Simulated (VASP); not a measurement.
Output of a VASP run:

**OSZICAR**
```
       N       E                     dE             d eps       ncg     rms          rms(c)
DAV:   1     0.980555453733E+02    0.98056E+02   -0.10815E+04  2664   0.265E+03
DAV:   2    -0.747843441976E+01   -0.10553E+03   -0.10329E+03  2590   0.361E+02
DAV:   3    -0.124383589235E+02   -0.49599E+01   -0.49390E+01  2975   0.825E+01
DAV:   4    -0.125103881958E+02   -0.72029E-01   -0.72020E-01  3453   0.925E+00
DAV:   5    -0.125120102999E+02   -0.16221E-02   -0.16221E-02  3085   0.121E+00    0.105E+01
DAV:   6    -0.134518196398E+02   -0.93981E+00   -0.24883E+01  2872   0.679E+01    0.114E+01
DAV:   7    -0.113681193636E+02    0.20837E+01   -0.98084E+00  2625   0.504E+01    0.192E+00
DAV:   8    -0.113442426081E+02    0.23877E-01   -0.27856E-01  2980   0.604E+00    0.650E-01
DAV:   9    -0.113372203251E+02    0.70223E-02   -0.20497E-02  3594   0.226E+00    0.141E-01
DAV:  10    -0.113368212271E+02    0.39910E-03   -0.65525E-04  3468   0.395E-01    0.692E-02
DAV:  11    -0.113367984909E+02    0.22736E-04   -0.81606E-05  3653   0.157E-01    0.123E-02
DAV:  12    -0.113367981756E+02    0.31533E-06   -0.34545E-06  3030   0.317E-02    0.239E-03
DAV:  13    -0.113367981526E+02    0.22971E-07   -0.31225E-07  2863   0.759E-03
   1 F= -.11336798E+02 E0= -.11337148E+02  d E =0.104914E-02
```

File OUTCAR:
```
------------------------ aborting loop because EDIFF is reached ----------------------------------------
  FORCE on cell =-STRESS in cart. coord.  units (eV):
  Direction    XX          YY          ZZ          XY          YZ          ZX
  --------------------------------------------------------------------------------------
  Total        0.0036798      0.0036798      0.0036798      0.0000000      0.0000000     -0.0000000
  in kB        0.2582955      0.2582955      0.2582955      0.0000000      0.0000000     -0.0000000
  external PRESSURE =       0.2582955 kB  Pullay stress =       0.0000000 kB
  volume of cell :       22.83
      direct lattice vectors                 reciprocal lattice vectors
     2.836644997  0.000000000  0.000000000     0.352529133  0.000000000  0.000000000
     0.000000000  2.836644997  0.000000000     0.000000000  0.352529133  0.000000000
     0.000000000  0.000000000  2.836644997     0.000000000  0.000000000  0.352529133
 POSITION                                       TOTAL-FORCE (eV/Angst)
 -----------------------------------------------------------------------------------
      1.41832      1.41832      1.41832         0.000000      0.000000      0.000000
      0.00000      0.00000      0.00000         0.000000      0.000000      0.000000
 -----------------------------------------------------------------------------------
    total drift:                                0.000000      0.000000     -0.000000
  FREE ENERGIE OF THE ION-ELECTRON SYSTEM (eV)
  ---------------------------------------------------
  free  energy   TOTEN  =       -11.3367981526 eV

  energy  without entropy=      -11.3378472908  energy(sigma->0) =      -11.33714787
```
(Selected blocks of OUTCAR.)

POSCAR:
```
CoGa
1
    2.8366449967     0.0000000000     0.0000000000
    0.0000000000     2.8366449967     0.0000000000
    0.0000000000     0.0000000000     2.8366449967
Ga Co
1 1
Direct
  0.5000000000   0.5000000000   0.5000000000
  0.0000000000   0.0000000000   0.0000000000
```

**Question.** Reconstruct the remaining input files.

**Answer.** Several could match; the one computed here: the input of the run itself, AM05 GGA, plane waves, VASP's PBE PAW potentials (set 64).

**KPOINTS**
```
Automatic mesh
0
Gamma
13 13 13
0 0 0
```

INCAR:
```
! general
SYSTEM   =  CoGa
PREC     =  Accurate
ENCUT    =  520
LREAL    =  .FALSE.
LASPH    =  .TRUE.

! electronic loop
EDIFF    =  1E-7
NELM     =  100
ALGO     =  Normal
LMAXMIX  =  4

! smearing
ISMEAR   =  1
SIGMA    =  0.1

! functional
GGA      =  AM

! ions
ISIF     =  2

! output
LWAVE    =  .FALSE.
LCHARG   =  .FALSE.
```

POTCAR, in this order: Ga_d Co (PBE.64 set). Program: vasp_std.

The compound is CoGa in the CsCl type structure. It was relaxed first. The run is not spin-polarised, so no magnetic state was tried.
